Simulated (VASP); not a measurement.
Consider the following.

```
ZnS
1.0
    0.00000     2.70500     2.70500
    2.70500     0.00000     2.70500
    2.70500     2.70500     0.00000
Zn S
1 1
Cartesian
  0.00000   0.00000   0.00000
  1.35250   1.35250   1.35250
```

Method: PBE GGA + U (Dudarev), VASP's PBE PAW potentials (set 64) (plane waves; VASP). Settings: 400 eV cut-off, 8×8×8 Γ-centred mesh, Gaussian smearing of 0.050 eV, potentials Zn S, U − J: Zn 3.00 eV.

Problem. Estimate the energy per atom (σ→0), band gap (on the k-mesh) with the smallest direct gap where there is one.

Solution. 
```yaml
band gap (on the k-mesh): 2.30 eV
smallest direct gap (on the k-mesh): 2.30 eV
energy per atom (σ→0): -3.309 eV/atom
```

The absolute energy has meaning only against runs of the same code, potentials and settings.

The compound is ZnS in the zinc blende structure. The cell was not relaxed at this level. The run is one of a series of settings (LDAU = .TRUE., LDAUJ = 0 0, LDAUL = 2 -1, LDAUTYPE = 2, LDAUU = 3.0 0 against the base run), some of them coarse on purpose.
